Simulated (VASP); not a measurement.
Here is the system:

```xyz
3
Lattice="0.0000 2.3100 2.3100 2.3100 0.0000 2.3100 2.3100 2.3100 0.0000" Properties=species:S:1:pos:R:3 pbc="T T T"
Li     1.1550     1.1550     1.1550
Li     3.4650     3.4650     3.4650
O      0.0000     0.0000     0.0000
```

Calculation: PW91 GGA, VASP's PBE PAW potentials (set 64) (plane waves; VASP). Settings: 520 eV cut-off, 9×9×9 Γ-centred mesh, tetrahedra with Blöchl corrections, potentials Li_sv O.

Predict the energy per atom (σ→0).

The energy per atom (σ→0) is -4.819 eV/atom.

Total energies compare only between runs with the same potentials, cut-off and functional.

The compound is Li2O in the antifluorite structure. The cell was not relaxed at this level.
